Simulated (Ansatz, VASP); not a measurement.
# PbF2 (Fluorocronite) in two plane-wave programs, part 2 of 2

Wanted: the spread between two codes on one cell, functional and k mesh. The cell is taken from a series of runs on this material, whose earlier steps may have relaxed, scaled, displaced or heated it; both programs get it as it stands.

VASP 6.6.1 and Ansatz 0.2.0.

So far: Starting point; Ansatz: zone-centre phonons, r2SCAN.

**3. VASP: zone-centre phonons, r2SCAN**

Level of this step: r2SCAN; plane waves and PAW (Pb_d, F) (VASP).

The same cell, functional and mesh now go to VASP, with its own data sets.

Lines of VASP's logs that name or quote its potential files are left out, and so is its time.

The input, INCAR:

```
SYSTEM = PbF2
PREC = Accurate
ENCUT = 660
EDIFF = 1E-08
NELM = 120
ISMEAR = 0
SIGMA = 0.01
LREAL = .FALSE.
ALGO = Normal
METAGGA = R2SCAN
LASPH = .TRUE.
NBANDS = 20
LORBIT = 11
LWAVE = .FALSE.
LCHARG = .FALSE.
ISIF = 2
IBRION = 6
NFREE = 2
POTIM = 0.015
NSW = 1
GGA_COMPAT = .FALSE.
EFERMI = MIDGAP
LMIXTAU = .TRUE.
KPAR = 2
```

The input, POSCAR:

```
PbF2
1.0
    0.0000000000      2.9606164646      2.9606164646
    2.9606164646      0.0000000000      2.9606164646
    2.9606164646      2.9606164646      0.0000000000
Pb F
1 2
Direct
    0.0000000000      0.0000000000      0.0000000000
    0.2500000000      0.2500000000      0.2500000000
    0.7500000000      0.7500000000      0.7500000000
```

The input, KPOINTS:

```
Automatic mesh
0
Gamma
6 6 6
0 0 0
```

The projector-augmented-wave data sets are Pb_d and F (PBE family, release 64).

The run is started by

```bash
$ mpirun -np 2 vasp_std
```

Numbers of over 12 decimals in the logs are rounded to 6 here.

Output:

```text
[banner, memory and clock lines left out]
running    2 mpi-ranks, on    1 nodes
 distrk:  each k-point on    1 cores,    2 groups
 distr:  one band on    1 cores,    1 groups

 POSCAR found type information on POSCAR PbF
 POSCAR found :  2 types and       3 ions
|                                                                             |
|               ----> ADVICE to this user running VASP <----                  |
|                                                                             |
|     You enforced a specific xc type in the INCAR file but a different       |
|     [... a line on the potential file left out ...]
|     I HOPE YOU KNOW WHAT YOU ARE DOING!                                     |
|                                                                             |

 LDA part: xc-table for (None), standard interpolation
 POSCAR, INCAR and KPOINTS ok, starting setup
 FFT: planning ... GRIDC
 FFT: planning ... GRID_SOFT
 FFT: planning ... GRID
 WAVECAR not read
 entering main loop
       N       E                     dE             d eps       ncg     rms          rms(c)
DAV:   1     0.272405837216E+03    0.27241E+03   -0.17224E+04   640   0.191E+03
DAV:   2    -0.487359163071E+02   -0.32114E+03   -0.30593E+03   704   0.493E+02
DAV:   3    -0.792053931208E+02   -0.30469E+02   -0.30089E+02   744   0.157E+02
DAV:   4    -0.801679151647E+02   -0.96252E+00   -0.96109E+00   752   0.289E+01
DAV:   5    -0.801991875205E+02   -0.31272E-01   -0.31270E-01   776   0.533E+00    0.694E+00
DAV:   6    -0.709898988163E+02    0.92093E+01   -0.53098E+00   820   0.344E+01    0.222E+00
DAV:   7    -0.699138936661E+02    0.10760E+01   -0.15190E+00   664   0.141E+01    0.174E+00
DAV:   8    -0.724179657535E+02   -0.25041E+01   -0.72873E-01   648   0.940E+00    0.841E-01
DAV:   9    -0.694521188145E+02    0.29658E+01   -0.85321E-01   648   0.814E+00    0.118E+00
DAV:  10    -0.701625130550E+02   -0.71039E+00   -0.51953E-01   640   0.586E+00    0.154E-01
DAV:  11    -0.701479006533E+02    0.14612E-01   -0.17888E-02   728   0.147E+00    0.259E-01
DAV:  12    -0.701423490603E+02    0.55516E-02   -0.11926E-02   640   0.965E-01    0.445E-01
DAV:  13    -0.701661333423E+02   -0.23784E-01   -0.22324E-02   640   0.159E+00    0.220E-01
DAV:  14    -0.701673966846E+02   -0.12633E-02   -0.19198E-03   648   0.440E-01    0.143E-01
DAV:  15    -0.701690569930E+02   -0.16603E-02   -0.29050E-04   644   0.167E-01    0.147E-01
DAV:  16    -0.701689206721E+02    0.13632E-03   -0.18798E-03   728   0.327E-01    0.158E-02
DAV:  17    -0.701691212591E+02   -0.20059E-03   -0.10973E-04   676   0.106E-01    0.896E-03
DAV:  18    -0.701691109025E+02    0.10357E-04   -0.11073E-05   768   0.432E-02    0.344E-03
DAV:  19    -0.701691350138E+02   -0.24111E-04   -0.53060E-06   652   0.254E-02    0.206E-03
DAV:  20    -0.701691454726E+02   -0.10459E-04   -0.28575E-06   664   0.214E-02    0.156E-03
DAV:  21    -0.701691460643E+02   -0.59163E-06   -0.11770E-06   752   0.114E-02    0.125E-03
DAV:  22    -0.701691463250E+02   -0.26069E-06   -0.33048E-07   672   0.464E-03    0.178E-03
DAV:  23    -0.701691463420E+02   -0.17025E-07   -0.57826E-08   696   0.229E-03    0.111E-03
DAV:  24    -0.701691463440E+02   -0.20163E-08   -0.40210E-08   664   0.186E-03
   1 F= -.70169146E+02 E0= -.70169146E+02  d E =0.000000E+00
[...]
2 F= -.70168982E+02 E0= -.70168982E+02  d E =0.000000E+00
[...]
3 F= -.70168982E+02 E0= -.70168982E+02  d E =0.000000E+00
[...]
4 F= -.70168860E+02 E0= -.70168860E+02  d E =0.000000E+00
 Finite differences progress:
  Degree of freedom:   2/  2
  Displacement:        1/  2
  Total:               3/  4
 bond charge predicted
       N       E                     dE             d eps       ncg     rms          rms(c)
DAV:   1    -0.701675781000E+02    0.12814E-02   -0.48706E+00  1840   0.157E+01    0.162E-01
DAV:   2    -0.701675070345E+02    0.71066E-04   -0.52073E-02  1924   0.219E+00    0.764E-02
DAV:   3    -0.701620724480E+02    0.54346E-02   -0.71573E-03  1840   0.110E+00    0.509E-02
DAV:   4    -0.701567946489E+02    0.52778E-02   -0.14006E-02  1840   0.127E+00    0.435E-02
DAV:   5    -0.701688377901E+02   -0.12043E-01   -0.52047E-03  1840   0.777E-01    0.112E-02
DAV:   6    -0.701688574504E+02   -0.19660E-04   -0.10312E-04  2184   0.111E-01    0.901E-03
DAV:   7    -0.701688589965E+02   -0.15461E-05   -0.10264E-05  1964   0.371E-02    0.460E-03
DAV:   8    -0.701688535107E+02    0.54858E-05   -0.97890E-06  1920   0.359E-02    0.409E-03
DAV:   9    -0.701688594340E+02   -0.59233E-05   -0.20077E-06  1904   0.143E-02    0.198E-03
DAV:  10    -0.701688587734E+02    0.66054E-06   -0.71932E-07  2144   0.107E-02    0.761E-04
DAV:  11    -0.701688594648E+02   -0.69136E-06   -0.43144E-07  1904   0.793E-03    0.410E-04
DAV:  12    -0.701688594623E+02    0.24920E-08   -0.11111E-07  1892   0.392E-03    0.311E-04
DAV:  13    -0.701688595389E+02   -0.76630E-07   -0.43799E-08  1900   0.245E-03    0.110E-04
DAV:  14    -0.701688595400E+02   -0.10264E-08   -0.40192E-09  1724   0.664E-04
   5 F= -.70168860E+02 E0= -.70168860E+02  d E =0.000000E+00
 Finite differences progress:
  Degree of freedom:   2/  2
  Displacement:        2/  2
  Total:               4/  4
```

Parts of OUTCAR (step 3):

```text
ion  position               nearest neighbor table
   1  0.000  0.000  0.000-   3 2.56   3 2.56   3 2.56   2 2.56   3 2.56   2 2.56   2 2.56   2 2.56

  LATTYP: Found a face centered cubic cell.
 ALAT       =     5.9212329292

 Subroutine GETGRP returns: Found 48 space group operations
 (whereof 48 operations were pure point group operations)

The static configuration has the point symmetry O_h .

 Found     16 irreducible k-points:

   k-points           NKPTS =     16   k-points in BZ     NKDIM =     16   number of bands    NBANDS=     20

   dimension x,y,z NGX =    36 NGY =   36 NGZ =   36
   dimension x,y,z NGXF=    72 NGYF=   72 NGZF=   72

   ENCUT  =  660.0 eV  48.51 Ry    6.96 a.u.   8.77  8.77  8.77*2*pi/ulx,y,z

   NELECT =      28.0000    total number of electrons

 k-points in reciprocal lattice and weights: Automatic mesh
   0.00000000  0.00000000  0.00000000       0.005
   0.16666667  0.00000000  0.00000000       0.037
   0.33333333  0.00000000  0.00000000       0.037
   0.50000000  0.00000000  0.00000000       0.019
   0.16666667  0.16666667  0.00000000       0.028
   0.33333333  0.16666667  0.00000000       0.111
   0.50000000  0.16666667  0.00000000       0.111
  -0.33333333  0.16666667  0.00000000       0.111
  -0.16666667  0.16666667  0.00000000       0.056
[...]
-0.33333333  0.33333333  0.16666667       0.111
  -0.33333333  0.50000000  0.16666667       0.056

 average (electrostatic) potential at core
       1 -99.2538       2 -79.6879       3 -79.6877

 E-fermi :   3.9998

 k-point     1 :       0.0000    0.0000    0.0000
  band No.  band energies     occupation
    ...
     10      -1.1257      2.00000
     11      -1.1244      2.00000
     12      -0.6278      2.00000
     13      -0.6165      2.00000
     14      -0.6064      2.00000
     15       8.8288      0.00000
     16       8.8510      0.00000
     17       8.8746      0.00000
     18      12.2405      0.00000
     19      17.4716      0.00000
    ...

 k-point     2 :       0.1667    0.0000    0.0000
  band No.  band energies     occupation
    ...
     10      -1.1774      2.00000
     11      -1.1686      2.00000
     12      -0.6609      2.00000
     13      -0.6537      2.00000
     14       0.0923      2.00000
     15       7.9493      0.00000
     16       9.0544      0.00000
     17       9.0914      0.00000
     18      13.7605      0.00000
     19      16.7520      0.00000
    ...

 k-point     3 :       0.3333    0.0000    0.0000
  band No.  band energies     occupation
    ...
     10      -1.2771      2.00000
     11      -1.2529      2.00000
     12      -0.7494      2.00000
     13      -0.7421      2.00000
     14       1.0776      2.00000
     15       7.1374      0.00000
     16       9.5203      0.00000
     17       9.5726      0.00000
     18      15.0081      0.00000
     19      16.0597      0.00000
    ...

  Total       -0.0523694     -0.0530004     -0.0530004      0.0000000      0.0430467      0.0000000
  in kB       -1.6166349     -1.6361141     -1.6361141      0.0000000      1.3288433      0.0000000
  external PRESSURE =      -1.6296211 kB  Pullay stress =       0.0000000 kB

  energy-cutoff  :      660.00
  volume of cell :       51.90
      direct lattice vectors                 reciprocal lattice vectors
     0.000000000  2.960616465  2.960616465    -0.168883746  0.168883746  0.168883746
     2.960616465  0.000000000  2.960616465     0.168883746 -0.168883746  0.168883746
     2.960616465  2.960616465  0.000000000     0.168883746  0.168883746 -0.168883746

 POSITION                                       TOTAL-FORCE (eV/Angst)
 -----------------------------------------------------------------------------------
      0.00000      0.00000      0.00000        -0.011316      0.000000      0.000000
      1.46531      1.48031      1.48031         0.038826      0.000000      0.000000
      4.44092      4.44092      4.44092        -0.027510      0.000000      0.000000
 -----------------------------------------------------------------------------------
    total drift:                               -0.000746     -0.000000     -0.000000

  FREE ENERGIE OF THE ION-ELECTRON SYSTEM (eV)
  ---------------------------------------------------
  free  energy   TOTEN  =       -70.1688595400 eV

  energy  without entropy=      -70.1688595400  energy(sigma->0) =      -70.16885954

 Eigenvectors and eigenvalues of the dynamical matrix
 ----------------------------------------------------

   1 f  =    7.534785 THz    47.342453 2PiTHz  251.333386 cm-1    31.161354 meV
             X         Y         Z           dx          dy          dz
      0.000000  0.000000  0.000000    -0.000000    0.000000   -0.000000
      1.480308  1.480308  1.480308    -0.000000    0.000000   -0.707107
      4.440925  4.440925  4.440925     0.000000   -0.000000    0.707107

   2 f  =    7.534785 THz    47.342453 2PiTHz  251.333386 cm-1    31.161354 meV
             X         Y         Z           dx          dy          dz
      0.000000  0.000000  0.000000    -0.000000    0.000000   -0.000000
      1.480308  1.480308  1.480308    -0.690217   -0.153625    0.000000
      4.440925  4.440925  4.440925     0.690217    0.153625    0.000000

   3 f  =    7.534785 THz    47.342453 2PiTHz  251.333386 cm-1    31.161354 meV
             X         Y         Z           dx          dy          dz
      0.000000  0.000000  0.000000     0.000000   -0.000000    0.000000
      1.480308  1.480308  1.480308     0.153625   -0.690217    0.000000
      4.440925  4.440925  4.440925    -0.153625    0.690217    0.000000

   4 f  =    3.382107 THz    21.250403 2PiTHz  112.814935 cm-1    13.987263 meV
             X         Y         Z           dx          dy          dz
      0.000000  0.000000  0.000000    -0.259520    0.166079    0.245127
      1.480308  1.480308  1.480308     0.428435   -0.274175   -0.404674
      4.440925  4.440925  4.440925     0.428435   -0.274175   -0.404674

   5 f  =    3.382107 THz    21.250403 2PiTHz  112.814935 cm-1    13.987263 meV
             X         Y         Z           dx          dy          dz
      0.000000  0.000000  0.000000    -0.205250    0.134025   -0.308107
      1.480308  1.480308  1.480308     0.338843   -0.221258    0.508646
      4.440925  4.440925  4.440925     0.338843   -0.221258    0.508646

   6 f  =    3.382107 THz    21.250403 2PiTHz  112.814935 cm-1    13.987263 meV
             X         Y         Z           dx          dy          dz
      0.000000  0.000000  0.000000     0.213405    0.330871    0.001764
      1.480308  1.480308  1.480308    -0.352305   -0.546226   -0.002911
      4.440925  4.440925  4.440925    -0.352305   -0.546226   -0.002911

   7 f/i=    0.000273 THz     0.001713 2PiTHz    0.009093 cm-1     0.001127 meV
             X         Y         Z           dx          dy          dz
      0.000000  0.000000  0.000000    -0.167306   -0.026304   -0.903491
      1.480308  1.480308  1.480308    -0.050672   -0.007967   -0.273640
      4.440925  4.440925  4.440925    -0.050672   -0.007967   -0.273640

   8 f/i=    0.000273 THz     0.001713 2PiTHz    0.009093 cm-1     0.001127 meV
             X         Y         Z           dx          dy          dz
      0.000000  0.000000  0.000000     0.899638    0.084010   -0.169038
      1.480308  1.480308  1.480308     0.272473    0.025444   -0.051196
      4.440925  4.440925  4.440925     0.272473    0.025444   -0.051196

   9 f/i=    0.000273 THz     0.001713 2PiTHz    0.009093 cm-1     0.001127 meV
             X         Y         Z           dx          dy          dz
      0.000000  0.000000  0.000000     0.087409   -0.915003    0.010453
      1.480308  1.480308  1.480308     0.026473   -0.277127    0.003166
      4.440925  4.440925  4.440925     0.026473   -0.277127    0.003166

 ELASTIC MODULI CONTR FROM IONIC RELAXATION (kBar)
 Direction    XX          YY          ZZ          XY          YZ          ZX
 --------------------------------------------------------------------------------
 XX          -0.0000     -0.0000      0.0000      0.0000     -0.0000     -0.0000
 YY          -0.0000     -0.0000      0.0000     -0.0000     -0.0000     -0.0000
 ZZ           0.0000      0.0000     -0.0000     -0.0000      0.0000      0.0000
 XY           0.0000     -0.0000     -0.0000   -115.1507      0.0000     -0.0000
 YZ          -0.0000     -0.0000      0.0000      0.0000   -115.1507     -0.0000
 ZX          -0.0000     -0.0000      0.0000     -0.0000     -0.0000   -115.1507
 --------------------------------------------------------------------------------

 total charge
# of ion       s       p       d       tot
------------------------------------------
    1        1.552   0.262   9.861  11.675
    2        1.739   4.360   0.000   6.099
    3        1.739   4.360   0.000   6.099
--------------------------------------------------
tot          5.031   8.981   9.861  23.873

[... 3 further parts left out ...]
```

CONTCAR:

```
PbF2
   1.00000000000000
     0.0000000000000000    2.9606164646000002    2.9606164646000002
     2.9606164646000002    0.0000000000000000    2.9606164646000002
     2.9606164646000002    2.9606164646000002    0.0000000000000000
  Pb              F
     1     2
Direct
     0.0000000000000000    0.0000000000000000    0.0000000000000000
     0.2525332561950112    0.2474667438049889    0.2474667438049888
     0.7500000000000000    0.7500000000000000    0.7500000000000000
```

Levels, forces or a CONTCAR printed for this step are those of its last displaced cell, not of the structure at rest.

**4. Differences**

Known differences besides the potentials themselves: VASP keeps PBE cores, Ansatz makes them for the functional; fixed occupations in Ansatz, narrow Gaussian smearing in VASP; the cutoff is 500 eV in Ansatz and 660 eV in VASP; VASP uses finite displacements, Ansatz perturbation theory. Total energies have different zeros and are not compared.

The two programs side by side:

```
                  quantity  Ansatz   VASP  difference
optical mode 1 to 3 (cm⁻¹)   105.3  112.8     -6.64 %
optical mode 4 to 6 (cm⁻¹)   250.1  251.3     -0.47 %
```

Modes are paired by rising frequency, not by their patterns, so a pair may set unlike modes beside each other; they are those without the splitting of longitudinal modes.

**5. Outcome**

```yaml
r_m_s_difference_of_the_optical_zone_centre_modes_each_program_s_sorted_by_frequency_zone_centre_phonons_r2scan: 5.4 cm⁻¹
difference_in_optical_mode_1_to_3_zone_centre_phonons_r2scan: -6.6 %
```

In words: The r.m.s. difference of the optical zone-centre modes, each program's sorted by frequency is 5.4 cm⁻¹ (zone-centre phonons, r2SCAN). Among the rows given in per cent, the largest difference of the zone-centre phonons, r2SCAN pair is in optical mode 1 to 3, -6.6 %. 1 further run of this series is not shown here. Such differences can come from data sets, numerical settings and the points named under the comparisons, not from the functional's error against experiment.

[Lines on the potential files, build, host, timing and source positions are cut from VASP's logs without a mark.]

[Logs are printed without paths, hosts, clocks, repeated set-up lines and the standing remarks that a program may print on its own settings, such as how far it seeks lower states.]

[Hosts, paths, dates, database ids (printed as entryN), source tags and the programs' standing remarks are cut or masked in the printed files.]
